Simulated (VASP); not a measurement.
OSZICAR of a VASP run on KI (rock salt):

File OSZICAR:
```
       N       E                     dE             d eps       ncg     rms          rms(c)
DAV:   1     0.800685483397E+02    0.80069E+02   -0.56721E+03   480   0.907E+02
DAV:   2    -0.486192363660E+00   -0.80555E+02   -0.76227E+02   580   0.222E+02
DAV:   3    -0.545178346254E+01   -0.49656E+01   -0.49452E+01   644   0.523E+01
DAV:   4    -0.565425904866E+01   -0.20248E+00   -0.20234E+00   852   0.990E+00
DAV:   5    -0.565558703418E+01   -0.13280E-02   -0.13280E-02   616   0.777E-01    0.280E+00
RMM:   6    -0.556365918471E+01    0.91928E-01   -0.12596E-01   480   0.146E+00    0.186E+00
RMM:   7    -0.556055981668E+01    0.30994E-02   -0.20312E-01   521   0.186E+00    0.822E-01
RMM:   8    -0.556557374040E+01   -0.50139E-02   -0.16612E-02   506   0.802E-01    0.245E-01
RMM:   9    -0.556474317472E+01    0.83057E-03   -0.37060E-03   548   0.320E-01    0.605E-02
RMM:  10    -0.556491893095E+01   -0.17576E-03   -0.11982E-03   563   0.172E-01    0.443E-02
RMM:  11    -0.556500856954E+01   -0.89639E-04   -0.30072E-04   533   0.119E-01    0.232E-02
RMM:  12    -0.556502113657E+01   -0.12567E-04   -0.17598E-04   496   0.682E-02    0.171E-02
RMM:  13    -0.556502699214E+01   -0.58556E-05   -0.67687E-05   421   0.379E-02
   1 F= -.55650270E+01 E0= -.55650270E+01  d E =-.556503E+01
```

Question: Which electronic solver shows in the log?

Answer: It is blocked Davidson (ALGO = Normal, or the opening steps of other solvers) and then RMM-DIIS (ALGO = Fast or VeryFast). The INCAR had ALGO = Fast.

Question: Can the final energy be trusted as converged?

Answer: Self-consistency was reached. It stopped with EDIFF = 1E-5, NELM = 100, NSW = 20 and EDIFFG = -0.03 after 1 ionic step (PBE GGA, plane waves, VASP's PBE PAW potentials (set 64)).

The compound is KI in the rock salt structure. It was relaxed first, which changed the volume by +5 %.
